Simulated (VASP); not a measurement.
These are PBE GGA, VASP's PBE PAW potentials (set 64) (plane waves; VASP 6.6.1) values and carry that method's errors.

A VASP calculation is set up with these files.

File KPOINTS:
```
K-points
0
gamma
  7 7 7
0 0 0
```

**INCAR**
```
SIGMA=0.01   ! width (eV)
CSHIFT=0.1
ENCUT=520   ! plane-wave cut-off (eV)
LCHARG=.False.
LASPH=.True.   ! aspherical one-centre terms
LREAL=.False.   ! projection in real space or not
EDIFF=1E-7   ! SCF stop (eV)
LOPTICS=.True.
NEDOS=1001   ! DOS grid
LWAVE=.False.
ALGO=Normal   ! blocked Davidson
LMAXMIX=4   ! l cut-off of mixed one-centre charges
ISMEAR=0
GGA=PE
NELM=100   ! most electronic steps
SYSTEM=BaZrO3
NBANDS=72
PREC=Accurate
```

File POSCAR:
```
BaZrO3
1
    4.2365739830     0.0000000000     0.0000000000
    0.0000000000     4.2365739830     0.0000000000
    0.0000000000     0.0000000000     4.2365739830
Ba Zr O
1 1 3
Direct
  0.0000000000   0.0000000000   0.0000000000
  0.5000000000   0.5000000000   0.5000000000
  0.5000000000   0.0000000000   0.5000000000
  0.0000000000   0.5000000000   0.5000000000
  0.5000000000   0.5000000000   0.0000000000
```

POTCAR, in this order: Ba_sv Zr_sv O (PBE.64 set). Program: vasp_std.

### Question
Predict the energy per atom (σ→0).

### Answer

```
Quantity                       Result
---------------------  --------------
energy per atom (σ→0)  -8.345 eV/atom
```

File OSZICAR:
```
...
DAV:  11    -0.417254522559E+02   -0.11910E-03   -0.45854E-04  3368   0.762E-02    0.414E-02
DAV:  12    -0.417255145081E+02   -0.62252E-04   -0.66686E-05  3536   0.289E-02    0.170E-02
DAV:  13    -0.417255209632E+02   -0.64551E-05   -0.91738E-06  3520   0.104E-02    0.728E-03
DAV:  14    -0.417255214474E+02   -0.48424E-06   -0.88353E-07  3488   0.315E-03    0.656E-03
DAV:  15    -0.417255211376E+02    0.30981E-06   -0.19861E-07  3712   0.163E-03    0.546E-04
DAV:  16    -0.417255211338E+02    0.38199E-08   -0.16557E-08  2584   0.356E-04
   1 F= -.41725521E+02 E0= -.41725521E+02  d E =-.186731E-28
 imaginary and real dielectric function
```

The compound is BaZrO3 in the cubic perovskite structure. It was relaxed first.
